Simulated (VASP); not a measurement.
Energy against volume of Rh (fcc). All values below come from PBEsol GGA, VASP's PBE PAW potentials (set 64) (plane waves; VASP). Run with 520 eV cut-off, 16×16×16 Γ-centred mesh, first-order Methfessel-Paxton smearing of 0.10 eV, potentials Rh_pv.

```tsv
V (Å³/atom)	E (eV/atom)
13.092	-8.12409
13.496	-8.13656
13.901	-8.12650
14.306	-8.09771
```

Q: Fit these four points and predict the energy of the run at 12.687 Å³/atom.

A: A cubic in V^(−2/3), the third-order Birch-Murnaghan form, passes through the four points with V0 = 13.51 Å³/atom and B0 = 296 GPa, and gives -8.0843 eV/atom there. The run gave -8.0846 eV/atom, -0.2 meV/atom from the fit; all five points give B0 = 295 GPa.

The compound is Rh in the fcc structure. It was relaxed first.
